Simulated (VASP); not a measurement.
Computed with PBE GGA, VASP's PBE PAW potentials (set 64) (plane waves; VASP).

VASP input:

**INCAR**
```
ALGO = Fast
EDIFF = 1E-5
EDIFFG = -0.03
ENCUT = 450
GGA = PE
IBRION = 2
ISIF = 2
ISMEAR = 1
LASPH = .TRUE.
LCHARG = .FALSE.
LMAXMIX = 4
LREAL = .FALSE.
LWAVE = .FALSE.
NELM = 100
NELMIN = 4
NSW = 20
PREC = Normal
SIGMA = 0.1
SYSTEM = PbO2
```

KPOINTS:
```
Automatic
0
G
 8 8 12
```

POSCAR:
```
PbO2
1
    5.0833507006     0.0000000000     0.0000000000
    0.0000000000     5.0833507006     0.0000000000
    0.0000000000     0.0000000000     3.4476588339
Pb O
2 4
Direct
  0.0000000000   0.0000000000   0.0000000000
  0.5000000000   0.5000000000   0.5000000000
  0.3070000000   0.3070000000   0.0000000000
  0.8070000000   0.1930000000   0.5000000000
  0.1930000000   0.8070000000   0.5000000000
  0.6930000000   0.6930000000   0.0000000000
```

POTCAR, in this order: Pb_d O (PBE.64 set). Program: vasp_std.

**Question.** What will the output report for the number of irreducible k-points (NKPTS), largest plane-wave count, number of space-group operations, FFT grid (NGX, NGY, NGZ)?

**Answer.** 
The number of irreducible k-points (NKPTS) comes out as 105 and the largest plane-wave count is 1964. The number of space-group operations is 16. The FFT grid (NGX, NGY, NGZ) comes out as 28 × 28 × 18.

The compound is PbO2 in the rutile structure. This run relaxes the ions in a fixed cell. Symmetry was kept, so distortions that lower it aren't found.
